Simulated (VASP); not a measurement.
OSZICAR of a VASP run on C$_{33}$Si$_{31}$:

**OSZICAR**
```
       N       E                     dE             d eps       ncg     rms          rms(c)
DAV:   1    -0.563411507925E+03   -0.56341E+03   -0.99623E+00   640   0.789E+00    0.146E+01
DAV:   2    -0.563492028098E+03   -0.80520E-01   -0.27564E-01   720   0.121E+00    0.106E+01
DAV:   3    -0.563475087279E+03    0.16941E-01   -0.14803E-02   744   0.306E-01    0.619E+00
DAV:   4    -0.563469129481E+03    0.59578E-02   -0.41394E-03   760   0.143E-01    0.357E+00
DAV:   5    -0.563467196927E+03    0.19326E-02   -0.96930E-04   752   0.698E-02    0.204E+00
DAV:   6    -0.563466567904E+03    0.62902E-03   -0.32972E-04   728   0.437E-02    0.116E+00
DAV:   7    -0.563466370555E+03    0.19735E-03   -0.10702E-04   704   0.249E-02    0.656E-01
DAV:   8    -0.563466308440E+03    0.62115E-04   -0.20551E-05   416   0.124E-02    0.380E-01
DAV:   9    -0.563466290166E+03    0.18274E-04   -0.11453E-05   432   0.985E-03    0.215E-01
DAV:  10    -0.563466285895E+03    0.42707E-05   -0.33661E-06   432   0.521E-03
   1 F= -.56346629E+03 E0= -.56346629E+03  d E =-.405046E-11  mag=     1.0000
```

### Question
Which electronic solver shows in the log?

### Answer
It is blocked Davidson (ALGO = Normal, or the opening steps of other solvers). The INCAR had ALGO = Normal.

### Question
How was spin treated?

### Answer
Collinear spin (ISPIN = 2): the summary line carries one mag value, 1.00 μB in the cell.

### Question
Can the final energy be trusted as converged?

### Answer
Self-consistency was reached. It stopped with EDIFF = 1E-5, NELM = 50 (HSE06 screened hybrid, plane waves, VASP's PBE PAW potentials (set 64)).  The cell is charged, with a uniform compensating background. The supercell is sampled at Γ alone, which is coarse: total energies, pressure and levels can be off, energies of defects by several tenths of an eV.

The cell is a supercell with a defect, built from SiC (zinc blende): C_Si, charge +1. The cell's shape comes from a PBE relaxation. The total moment is imposed (NUPDOWN), so this need not be the lowest spin state.
